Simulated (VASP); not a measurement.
These are PBE GGA with spin-orbit coupling, VASP's PBE PAW potentials (set 64) (plane waves; VASP) values and carry that method's errors.

The input files of a VASP run:

File POSCAR:
```
Cd
1
    1.4900000000    -2.5807560000     0.0000000000
    1.4900000000     2.5807560000     0.0000000000
    0.0000000000     0.0000000000     5.6200000000
Cd
2
Direct
  0.3333330000   0.6666670000   0.2500000000
  0.6666670000   0.3333330000   0.7500000000
```

**KPOINTS**
```
Automatic mesh
0
Gamma
15 15 7
0 0 0
```

**INCAR**
```
ISIF=2   # forces and stress, cell fixed
SIGMA=0.136
LNONCOLLINEAR=.True.
LREAL=.False.   # projection in real space or not
GGA=PE   # PBE
EDIFF=1E-6   # SCF stop (eV)
LORBIT=11   # lm-projected
GGA_COMPAT=.False.
NELM=100
LWAVE=.False.
PREC=Accurate
LCHARG=.False.
ENCUT=300
SYSTEM=Cd
LSORBIT=.True.
ISMEAR=-1
LASPH=.True.   # aspherical one-centre terms
ALGO=Normal
LMAXMIX=4   # l cut-off of mixed one-centre charges
MAGMOM=6*0.0
```

POTCAR, in this order: Cd (PBE.64 set). Program: vasp_ncl.

Task: What will the output report for the number of irreducible k-points (NKPTS), largest plane-wave count, number of space-group operations, FFT grid (NGX, NGY, NGZ)?

Result: 
The number of irreducible k-points (NKPTS) comes out as 108. The largest plane-wave count is 1044. The number of space-group operations comes out as 24. The FFT grid (NGX, NGY, NGZ) is 18 × 18 × 32.

The structure is a typed Cd crystal. The cell was not relaxed at this level. The run is one of a series of settings (GGA_COMPAT = .FALSE., LNONCOLLINEAR = .TRUE., LSORBIT = .TRUE., MAGMOM = 0.0 0.0 0.0 0.0 0.0 0.0, program vasp_ncl against the base run), some of them coarse on purpose.
